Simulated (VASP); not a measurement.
# A VASP study of CaHf (RPBE): structure first, properties next

What structure does CaHf take at this level, and what are its properties? The steps: relaxing cell and atoms (RPBE), second relaxation, single point with fields (RPBE), bands along the symmetry lines (RPBE), total and projected DOS (RPBE), volume scan with RPBE, fit for RPBE, bands along the symmetry lines (RPBE + SOC) and band structure (RPBE) with a changed input. The cell is invented: it takes the structure of COD entry 1522699, ZrHg (space group 123 there), with all of its atoms replaced by other elements, volume scaled by an estimate. It may not be a known or stable phase.

Program: VASP 6.6.1. Level of theory: RPBE; plane waves and PAW (Hf_pv, Ca_sv), in the first sound run; inputs show where later runs differ. Results are calculated unless marked as measured.

### Step 1. Starting point

Before any relaxation, the start is as follows. Symmetry: P4/mmm, No. 123, tetragonal system. The conventional cell has a = 3.479 Å, b = 3.479 Å, c = 4.610 Å, α = 90.00°, β = 90.00°, γ = 90.00°. Nearest to Hf lie 8 Ca at 3.37 Å and 4 Hf at 3.48 Å. Ca has 8 Hf at 3.37 Å and 4 Ca at 3.48 Å nearest. It derives from ZrHg. It takes the structure of COD entry 1522699, ZrHg (space group 123 there), with all of its atoms replaced by other elements, volume scaled by an estimate. Farther neighbours are not listed.

### Step 2. Relaxing cell and atoms (RPBE)

The start need not lie at this functional's minimum. ISIF = 3 frees volume, shape and positions, and EDIFFG sets the threshold on forces and stress at which the search stops. RPBE by itself binds more weakly than PBE and expands cells.

The input, INCAR:

```
SYSTEM = CaHf
PREC = Accurate
ENCUT = 400
EDIFF = 1E-06
NELM = 100
ISMEAR = 1
SIGMA = 0.2
LREAL = .FALSE.
ALGO = Normal
GGA = RP
LORBIT = 11
LWAVE = .FALSE.
LCHARG = .FALSE.
IBRION = 2
NSW = 60
ISIF = 3
EDIFFG = -0.01
```

The input, POSCAR:

```
CaHf
1.0
    3.4793020000      0.0000000000      0.0000000000
    0.0000000000      3.4793020000      0.0000000000
    0.0000000000      0.0000000000      4.6103240000
Hf Ca
1 1
Direct
    0.5000000000      0.5000000000      0.5000000000
    0.0000000000      0.0000000000      0.0000000000
```

The input, KPOINTS:

```
Automatic mesh
0
Gamma
8 8 6
0 0 0
```

The projector-augmented-wave data sets are Hf_pv and Ca_sv (PBE family, release 64).

Started as:

```console
$ mpirun -np 1 vasp_std
```

The program printed:

```text
[banner, memory and clock lines left out]
running    1 mpi-ranks, on    1 nodes
 distrk:  each k-point on    1 cores,    1 groups
 distr:  one band on    1 cores,    1 groups

 POSCAR found type information on POSCAR HfCa
 POSCAR found :  2 types and       2 ions
|                                                                             |
|               ----> ADVICE to this user running VASP <----                  |
|                                                                             |
|     You enforced a specific xc type in the INCAR file but a different       |
|     [... a line on the potential file left out ...]
|     I HOPE YOU KNOW WHAT YOU ARE DOING!                                     |
|                                                                             |

 LDA part: xc-table for (Slater+PW92), standard interpolation
 POSCAR, INCAR and KPOINTS ok, starting setup
 FFT: planning ... GRIDC
 FFT: planning ... GRID_SOFT
 FFT: planning ... GRID
 WAVECAR not read
 entering main loop
       N       E                     dE             d eps       ncg     rms          rms(c)
DAV:   1     0.972360923697E+02    0.97236E+02   -0.95335E+03  1680   0.112E+03
DAV:   2    -0.733393505556E+01   -0.10457E+03   -0.10358E+03  1968   0.294E+02
DAV:   3    -0.108705206770E+02   -0.35366E+01   -0.34154E+01  2890   0.426E+01
DAV:   4    -0.109519191889E+02   -0.81399E-01   -0.81265E-01  2284   0.584E+00
DAV:   5    -0.109542661104E+02   -0.23469E-02   -0.23467E-02  2674   0.727E-01    0.285E+01
DAV:   6    -0.994425853159E+01    0.10100E+01   -0.62671E+00  2074   0.100E+01    0.179E+01
DAV:   7    -0.987864469482E+01    0.65614E-01   -0.45686E-01  1986   0.414E+00    0.547E+00
DAV:   8    -0.987908197799E+01   -0.43728E-03   -0.28287E-02  2378   0.121E+00    0.970E-01
DAV:   9    -0.987676560399E+01    0.23164E-02   -0.99943E-03  2144   0.518E-01    0.166E-01
DAV:  10    -0.987679539078E+01   -0.29787E-04   -0.40895E-04  2462   0.122E-01    0.646E-02
DAV:  11    -0.987681241110E+01   -0.17020E-04   -0.75018E-05  2282   0.810E-02    0.377E-02
DAV:  12    -0.987681175906E+01    0.65204E-06   -0.91515E-06  2260   0.207E-02
   1 F= -.98768118E+01 E0= -.98767741E+01  d E =-.987681E+01
 curvature:   0.00 expect dE= 0.000E+00 dE for cont linesearch  0.000E+00
 trial: gam= 0.00000 g(F)=  0.000E+00 g(S)=  0.833E-01 ort = 0.000E+00 (trialstep = 0.100E+01)
 search vector abs. value=  0.833E-01
 bond charge predicted
       N       E                     dE             d eps       ncg     rms          rms(c)
DAV:   1    -0.102404387943E+02   -0.36363E+00   -0.13696E+01  1680   0.361E+01    0.383E+00
DAV:   2    -0.100264008649E+02    0.21404E+00   -0.76787E-01  2336   0.713E+00    0.201E+00
DAV:   3    -0.994235164318E+01    0.84049E-01   -0.18665E-01  2754   0.353E+00    0.648E-01
DAV:   4    -0.993981334432E+01    0.25383E-02   -0.41268E-02  2864   0.111E+00    0.367E-01
DAV:   5    -0.994125465053E+01   -0.14413E-02   -0.28063E-03  2432   0.348E-01    0.218E-01
DAV:   6    -0.994198065536E+01   -0.72600E-03   -0.18995E-03  2886   0.264E-01    0.369E-02
DAV:   7    -0.994197315336E+01    0.75020E-05   -0.63060E-05  2222   0.605E-02    0.101E-02
DAV:   8    -0.994197209781E+01    0.10556E-05   -0.82700E-06  2338   0.234E-02    0.594E-03
DAV:   9    -0.994197035823E+01    0.17396E-05   -0.12540E-06  1332   0.115E-02    0.287E-03
DAV:  10    -0.994197097556E+01   -0.61734E-06   -0.26128E-07   936   0.422E-03
   2 F= -.99419710E+01 E0= -.99421705E+01  d E =-.651592E-01
[...]
3 F= -.99711278E+01 E0= -.99714375E+01  d E =-.943160E-01
[...]
4 F= -.10009081E+02 E0= -.10009059E+02  d E =-.379533E-01
[...]
5 F= -.10027393E+02 E0= -.10026020E+02  d E =-.562648E-01
[...]
6 F= -.10030751E+02 E0= -.10029148E+02  d E =-.596234E-01
[...]
7 F= -.10046031E+02 E0= -.10044568E+02  d E =-.152798E-01
 trial-energy change:   -0.015280  1 .order   -0.015180   -0.024319   -0.006041
 step:   0.9087(harm=  0.9182)  dis= 0.00000  next Energy=   -10.046991 (dE=-0.162E-01)
 bond charge predicted
       N       E                     dE             d eps       ncg     rms          rms(c)
DAV:   1    -0.100606124487E+02   -0.14581E-01   -0.40418E-01  1710   0.645E+00    0.837E-01
DAV:   2    -0.100503247066E+02    0.10288E-01   -0.37411E-02  1956   0.162E+00    0.406E-01
DAV:   3    -0.100470002000E+02    0.33245E-02   -0.72919E-03  2346   0.725E-01    0.127E-01
DAV:   4    -0.100468598338E+02    0.14037E-03   -0.34941E-03  2652   0.334E-01    0.810E-02
DAV:   5    -0.100469286772E+02   -0.68843E-04   -0.14267E-04  1974   0.907E-02    0.563E-02
DAV:   6    -0.100470358922E+02   -0.10721E-03   -0.16978E-04  2824   0.566E-02    0.257E-02
DAV:   7    -0.100470431140E+02   -0.72219E-05   -0.11486E-05  2036   0.276E-02    0.832E-03
DAV:   8    -0.100470424355E+02    0.67854E-06   -0.52454E-07   990   0.634E-03
   8 F= -.10047042E+02 E0= -.10045651E+02  d E =-.162912E-01
 curvature:  -0.49 expect dE=-0.587E-05 dE for cont linesearch -0.505E-06
 trial: gam=-0.00923 g(F)=  0.543E-65 g(S)=  0.121E-04 ort = 0.197E-03 (trialstep = 0.734E+00)
 search vector abs. value=  0.116E-04
 reached required accuracy - stopping structural energy minimisation
```

Wall time 3 min (1 MPI rank of AMD EPYC 7R43, shared host); peak memory 0.15 GiB.

Lines that name or quote the potential files are left out of all logs, and their timing lines are given in words.

OUTCAR, selected parts (step 2):

```text
ion  position               nearest neighbor table
   1  0.500  0.500  0.500-   2 3.37   2 3.37   2 3.37   2 3.37   2 3.37   2 3.37   2 3.37   2 3.37

  LATTYP: Found a simple tetragonal cell.
 ALAT       =     3.4793020000
 C/A-ratio  =     1.3250715230

 Subroutine GETGRP returns: Found 16 space group operations
 (whereof 16 operations were pure point group operations)

The static configuration has the point symmetry D_4h.

 Found     60 irreducible k-points:

   k-points           NKPTS =     60   k-points in BZ     NKDIM =     60   number of bands    NBANDS=     14

   dimension x,y,z NGX =    24 NGY =   24 NGZ =   30
   dimension x,y,z NGXF=    48 NGYF=   48 NGZF=   60

   ENCUT  =  400.0 eV  29.40 Ry    5.42 a.u.   5.67  5.67  7.52*2*pi/ulx,y,z

   NELECT =      20.0000    total number of electrons

 k-points in reciprocal lattice and weights: Automatic mesh
   0.00000000  0.00000000  0.00000000       0.003
   0.12500000  0.00000000  0.00000000       0.010
   0.25000000  0.00000000  0.00000000       0.010
   0.37500000  0.00000000  0.00000000       0.010
   0.50000000  0.00000000  0.00000000       0.005
   0.12500000  0.12500000  0.00000000       0.010
   0.25000000  0.12500000  0.00000000       0.021
   0.37500000  0.12500000  0.00000000       0.021
   0.50000000  0.12500000  0.00000000       0.010
[...]
0.50000000  0.37500000  0.50000000       0.010
   0.50000000  0.50000000  0.50000000       0.003

 average (electrostatic) potential at core
       1 -39.6609       2 -46.3085

 E-fermi :   3.3827

 k-point     1 :       0.0000    0.0000    0.0000
  band No.  band energies     occupation
    ...
      6     -18.2888      2.00000
      7     -18.2888      2.00000
      8      -2.1251      2.00000
      9       1.5934      2.00000
     10       2.6581      2.00000
     11       4.2124     -0.00000
     12       5.5995     -0.00000
     13       5.7866     -0.00000
     14       5.7866     -0.00000

 k-point     2 :       0.1250    0.0000    0.0000
  band No.  band energies     occupation
    ...
      6     -18.3489      2.00000
      7     -18.2836      2.00000
      8      -1.8339      2.00000
      9       1.8367      2.00000
     10       2.8149      2.00045
     11       3.9677     -0.00028
     12       5.5144     -0.00000
     13       5.7134     -0.00000
     14       5.8885     -0.00000

 k-point     3 :       0.2500    0.0000    0.0000
  band No.  band energies     occupation
    ...
      6     -18.3393      2.00000
      7     -18.2712      2.00000
      8      -1.0282      2.00000
      9       2.4302      2.00000
     10       3.1253      2.06981
     11       3.4681      0.34544
     12       4.9129     -0.00000
     13       5.7656     -0.00000
     14       6.1669     -0.00000

  Total       -0.0151613     -0.0151613      0.0064619      0.0000000      0.0000000      0.0000000
  in kB       -0.4205236     -0.4205236      0.1792310      0.0000000      0.0000000      0.0000000
  external PRESSURE =      -0.2206054 kB  Pullay stress =       0.0000000 kB

  energy-cutoff  :      400.00
  volume of cell :       57.76
      direct lattice vectors                 reciprocal lattice vectors
     3.295271510  0.000000000 -0.000000000     0.303465131 -0.000000000 -0.000000000
     0.000000000  3.295271510 -0.000000000     0.000000000  0.303465131  0.000000000
     0.000000000  0.000000000  5.319529382     0.000000000  0.000000000  0.187986554

 POSITION                                       TOTAL-FORCE (eV/Angst)
 -----------------------------------------------------------------------------------
      1.64764      1.64764      2.65976        -0.000000      0.000000      0.000000
      0.00000      0.00000     -0.00000         0.000000      0.000000      0.000000
 -----------------------------------------------------------------------------------
    total drift:                                0.000000      0.000000     -0.000000

  FREE ENERGIE OF THE ION-ELECTRON SYSTEM (eV)
  ---------------------------------------------------
  free  energy   TOTEN  =       -10.0470424355 eV

  energy  without entropy=      -10.0428675469  energy(sigma->0) =      -10.04565081

 reached required accuracy - stopping structural energy minimisation

 total charge
# of ion       s       p       d       tot
------------------------------------------
    1        0.394   6.205   1.399   7.998
    2        2.086   5.846   0.267   8.200
--------------------------------------------------
tot          2.480  12.051   1.666  16.197

[... 3 further parts left out ...]
```

CONTCAR:

```
CaHf
   1.00000000000000
     3.2952715100761365    0.0000000000000000   -0.0000000000000000
     0.0000000000000000    3.2952715100761365   -0.0000000000000000
     0.0000000000000000    0.0000000000000000    5.3195293822926599
  Hf              Ca
     1     1
Direct
     0.5000000000000000    0.5000000000000000    0.5000000000000000
     0.0000000000000000    0.0000000000000000    0.0000000000000000
```

The k-mesh is coarse for a metal. Harder data sets than Hf_pv exist (the GW ones), and pressures, volumes and forces can shift noticeably with them. The PAW data sets were made with PBE, which is usual practice but a small mismatch for other functionals. The run keeps the 16 symmetry operations of its start, so it cannot find a distortion of lower symmetry.

Step by step:

```csv
step,energy less that of the first step (eV),largest force (eV/Å),pressure (GPa),volume (Å³)
1,0.0000,0.0000,1.79,55.81
2,-0.0652,0.0000,-0.18,58.33
3,-0.0943,0.0000,-2.51,61.90
4,-0.1323,0.0000,-2.28,61.32
5,-0.1506,0.0000,-2.02,60.72
6,-0.1539,0.0000,-1.84,60.39
7,-0.1692,0.0000,-0.48,58.39
8,-0.1702,0.0000,-0.02,57.76
```

```csv
cell as run,before,after,change
a (Å),3.479,3.295,-5.3 %
b (Å),3.479,3.295,-5.3 %
c (Å),4.610,5.320,+15.4 %
volume (Å³/atom),27.91,28.88,+3.5 %
```

The relaxed structure:

```xyz
2
Lattice="3.2953 0.0000 0.0000 0.0000 3.2953 0.0000 0.0000 0.0000 5.3195" Properties=species:S:1:pos:R:3 pbc="T T T"
Hf    1.6476    1.6476    2.6598
Ca    0.0000    0.0000    0.0000
```

This step gave:

- electrons: 20
- bands: 14
- irreducible k-points: 60
- symmetry operations: 16
- free energy (TOTEN): -10.05 eV
- energy at zero smearing: -10.05 eV
- Fermi energy: 3.383 eV
- pressure: -0.02206 GPa
- metallic, judged on the points sampled: yes
- SCF cycles over all ionic steps: 72

It ends with forces that vanish by symmetry and a pressure of -0.02 GPa.

(Continued in part 2 of 5.)

[Lines on the potential files, build, host, timing and source positions are cut from VASP's logs without a mark.]

[Logs are printed without paths, hosts, clocks, repeated set-up lines and the standing remarks that a program may print on its own settings, such as how far it seeks lower states.]

[Hosts, paths, dates, database ids (printed as entryN), source tags and the programs' standing remarks are cut or masked in the printed files.]

[A measured line is paired with the nearest computed mode of its activity, which favours agreement.]

[In band tables of VASP the shares of atoms and orbitals are scaled to a sum of 1 inside the atoms' spheres.]
